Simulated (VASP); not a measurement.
Output of a VASP run:

### OSZICAR
```
       N       E                     dE             d eps       ncg     rms          rms(c)
DAV:   1     0.129970374390E+03    0.12997E+03   -0.99456E+03   840   0.156E+03
DAV:   2    -0.385429774385E+01   -0.13382E+03   -0.12284E+03  1016   0.365E+02
DAV:   3    -0.903045106964E+01   -0.51762E+01   -0.51476E+01  1080   0.683E+01
DAV:   4    -0.917909648982E+01   -0.14865E+00   -0.14858E+00  1164   0.110E+01
DAV:   5    -0.918378519321E+01   -0.46887E-02   -0.46886E-02  1128   0.156E+00    0.746E+00
DAV:   6    -0.809151677031E+01    0.10923E+01   -0.36863E+00   896   0.229E+01    0.681E+00
DAV:   7    -0.807228897811E+01    0.19228E-01   -0.11707E-01  1084   0.350E+00    0.412E+00
DAV:   8    -0.806731324950E+01    0.49757E-02   -0.39436E-02   952   0.251E+00    0.209E-01
DAV:   9    -0.806789657644E+01   -0.58333E-03   -0.65236E-03  1112   0.740E-01    0.107E-01
DAV:  10    -0.806817533532E+01   -0.27876E-03   -0.10884E-03   912   0.402E-01    0.569E-02
DAV:  11    -0.806817244517E+01    0.28901E-05   -0.36077E-04  1004   0.220E-01    0.333E-02
DAV:  12    -0.806816101542E+01    0.11430E-04   -0.84750E-05   940   0.104E-01    0.410E-03
DAV:  13    -0.806816124969E+01   -0.23427E-06   -0.31652E-06  1032   0.207E-02
   1 F= -.28156796E+01 E0= -.28156796E+01  d E =-.281568E+01
       N       E                     dE             d eps       ncg     rms          rms(c)
DAV:   1    -0.965609617623E+01   -0.15879E+01   -0.47523E+01   996   0.833E+01    0.128E+01
DAV:   2    -0.771089017338E+01    0.19452E+01   -0.64325E+00   852   0.275E+01    0.346E+00
DAV:   3    -0.746896221102E+01    0.24193E+00   -0.49659E-01  1440   0.921E+00    0.155E+00
DAV:   4    -0.744524703803E+01    0.23715E-01   -0.13776E-01  1528   0.351E+00    0.133E+00
DAV:   5    -0.745345657813E+01   -0.82095E-02   -0.15117E-02  1304   0.112E+00    0.283E-01
DAV:   6    -0.745339261919E+01    0.63959E-04   -0.96417E-04  1044   0.416E-01    0.850E-02
DAV:   7    -0.745371303469E+01   -0.32042E-03   -0.50792E-04  1416   0.169E-01    0.142E-02
DAV:   8    -0.745371065880E+01    0.23759E-05   -0.12846E-05  1372   0.392E-02    0.204E-03
DAV:   9    -0.745371033072E+01    0.32808E-06   -0.51496E-07   748   0.631E-03
   2 F= -.28359941E+01 E0= -.28359941E+01  d E =-.203145E-01
       N       E                     dE             d eps       ncg     rms          rms(c)
DAV:   1    -0.818502421216E+01   -0.73131E+00   -0.90491E+00   972   0.360E+01    0.483E+00
DAV:   2    -0.782107866430E+01    0.36395E+00   -0.12807E+00   952   0.122E+01    0.135E+00
DAV:   3    -0.777339141693E+01    0.47687E-01   -0.86659E-02  1392   0.368E+00    0.140E+00
DAV:   4    -0.776892015965E+01    0.44713E-02   -0.20154E-02  1480   0.123E+00    0.103E+00
DAV:   5    -0.777034515150E+01   -0.14250E-02   -0.25851E-03  1312   0.286E-01    0.205E-01
DAV:   6    -0.777057875919E+01   -0.23361E-03   -0.80791E-04  1432   0.202E-01    0.453E-02
DAV:   7    -0.777056898115E+01    0.97780E-05   -0.14665E-05  1064   0.429E-02    0.431E-03
DAV:   8    -0.777056851398E+01    0.46717E-06   -0.15902E-06   932   0.116E-02
   3 F= -.28796909E+01 E0= -.28796909E+01  d E =-.640113E-01
```

OUTCAR:
```
------------------------ aborting loop because EDIFF is reached ----------------------------------------
  FORCE on cell =-STRESS in cart. coord.  units (eV):
  Direction    XX          YY          ZZ          XY          YZ          ZX
  --------------------------------------------------------------------------------------
  Total        4.8784374      4.8784374      4.8784374     -0.0000000     -0.0000000      0.0000000
  in kB      299.2369385    299.2369385    299.2369385     -0.0000000     -0.0000000      0.0000000
  external PRESSURE =      -0.7630615 kB  Pullay stress =     300.0000000 kB
  volume of cell :       26.12
      direct lattice vectors                 reciprocal lattice vectors
    -0.000000000  2.354951903  2.354951903    -0.212318561  0.212318561  0.212318561
     2.354951903 -0.000000000  2.354951903     0.212318561 -0.212318561  0.212318561
     2.354951903  2.354951903  0.000000000     0.212318561  0.212318561 -0.212318561
  FREE ENERGIE OF THE ION-ELECTRON SYSTEM (eV)
  ---------------------------------------------------
  free  energy   TOTEN  =        -7.7705685140 eV

  energy  without entropy=       -7.7705685140  energy(sigma->0) =       -7.77056851
  enthalpy is  TOTEN    =        -2.8796909318 eV   P V=        4.8908775822

 reached required accuracy - stopping structural energy minimisation
```
(Selected blocks of OUTCAR.)

File POSCAR:
```
KF
1
    0.0000000000     2.4116149027     2.4116149027
    2.4116149027     0.0000000000     2.4116149027
    2.4116149027     2.4116149027     0.0000000000
K F
1 1
Direct
  0.0000000000   0.0000000000   0.0000000000
  0.5000000000   0.5000000000   0.5000000000
```

Problem. Reconstruct the remaining input files.

Solution. One answer among several that fit: the input of the run itself, PBEsol GGA, plane waves, VASP's PBE PAW potentials (set 64).

### INCAR
```
# general
SYSTEM =KF
PREC   =Accurate
ENCUT  =620   # plane-wave cut-off (eV)
LREAL  =.FALSE.   # projection in real space or not
LASPH  =.TRUE.

# electronic loop
EDIFF  =1E-6   # SCF stop (eV)
NELM   =100   # most electronic steps
ALGO   =Normal   # blocked Davidson

# smearing
ISMEAR =0
SIGMA  =0.05

# functional
GGA    =PS   # PBEsol

# ions
IBRION =2
NSW    =40   # most ionic steps
ISIF   =3
EDIFFG =-0.02   # ionic stop
PSTRESS=300   # kbar

# output
LWAVE  =.FALSE.
LCHARG =.FALSE.
```

### KPOINTS
```
Automatic mesh
0
Gamma
9 9 9
0 0 0
```

POTCAR, in this order: K_sv F (PBE.64 set). Program: vasp_std.

Energy and stress use the plane-wave basis of the starting cell.

The compound is KF in the rock salt structure. This run relaxes it under an external pressure of 30 GPa. Symmetry was kept, so distortions that lower it aren't found.
